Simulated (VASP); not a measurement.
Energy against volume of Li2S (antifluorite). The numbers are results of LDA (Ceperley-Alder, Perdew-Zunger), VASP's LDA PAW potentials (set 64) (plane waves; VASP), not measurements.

| V (Å³/atom) | E (eV/atom) |
|---|---|
| 13.504 | -4.32935 |
| 13.935 | -4.33597 |
| 14.366 | -4.33822 |
| 14.797 | -4.33671 |
| 15.228 | -4.33195 |

Q: Fit a third-order Birch-Murnaghan equation of state.

A: 
```yaml
volume_per_atom: 14.40 Å³/atom
bulk_modulus: 46.1 GPa
pressure_derivative_of_the_bulk_modulus: 3.96
lattice_constant_a: 5.570 Å
```

Measured: a 5.716 Å at 293 K (computed value off by -2.6 %), as given by F. Kubel et al., Zeitschrift für Kristallographie - New Crystal Structures (1999), doi:10.1515/ncrs-1999-0303. The calculation is for a static lattice, while the measured a holds thermal and zero-point effects, which are part of the difference.

The compound is Li2S in the antifluorite structure. It was relaxed first, which changed the volume by -8 %.
